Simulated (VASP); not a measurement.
Given:

```xyz
2
Lattice="0.0000 2.8067 2.8067 2.8067 0.0000 2.8067 2.8067 2.8067 0.0000" Properties=species:S:1:pos:R:3 pbc="T T T"
Ag     0.0000     0.0000     0.0000
Cl     2.8067     2.8067     2.8067
```

Method: PBE GGA with D3 dispersion (Becke-Johnson damping), VASP's PBE PAW potentials (set 64) (plane waves; VASP). Numerical set-up: 520 eV cut-off, 8×8×8 Γ-centred mesh, Gaussian smearing of 0.050 eV, potentials Ag Cl.

Q: Give the stress tensor in GPa (positive for a compressed cell).

A: 
```
-2.53   0.00   0.00
 0.00  -2.53   0.00
 0.00   0.00  -2.53
```
The pressure is its mean diagonal, -2.53 GPa.

The compound is AgCl in the rock salt structure. This cell is one point of a volume scan, at 1.06 of the reference volume.
